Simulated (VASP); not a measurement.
Here is the system:

```xyz
5
Lattice="4.0711 0.0000 0.0000 0.0000 4.0711 0.0000 0.0000 0.0000 4.0711" Properties=species:S:1:pos:R:3 pbc="T T T"
K      0.0000     0.0000     0.0000
Zn     2.0355     2.0355     2.0355
F      2.0355     0.0000     2.0355
F      0.0000     2.0355     2.0355
F      2.0355     2.0355     0.0000
```

The numbers are results of revTPSS meta-GGA, VASP's PBE PAW potentials (set 64) (plane waves; VASP), not measurements. Settings: 520 eV cut-off, 6×6×6 Γ-centred mesh, tetrahedra with Blöchl corrections, potentials K_sv Zn F.

Give the energies of bands 9 to 22 at the high-symmetry points, in eV from the valence-band maximum.

```
band      Γ      X      M      R
----  -----  -----  -----  -----
9     -4.04  -3.89  -5.22  -5.22
10    -4.04  -3.89  -4.50  -5.22
11    -3.44  -3.84  -3.89  -4.29
12    -3.44  -3.84  -3.89  -4.29
13    -3.44  -3.44  -3.56  -4.29
14    -3.12  -3.12  -2.52  -1.88
15    -3.12  -2.78  -2.27  -1.88
16    -1.98  -2.18  -2.27  -1.88
17    -1.98  -1.93  -2.05  -1.40
18    -1.98  -1.93  -1.75  -1.40
19    -1.76  -1.66  -1.75  -1.40
20    -1.76  -1.66  -1.42   0.00
21    -1.76  -1.60   0.00   0.00
22     3.93   6.72   8.25   8.68
```

The gap is indirect, 3.93 eV, from the valence maximum at R to the conduction minimum at Γ.

The compound is KZnF3 in the cubic perovskite structure. It was relaxed first.
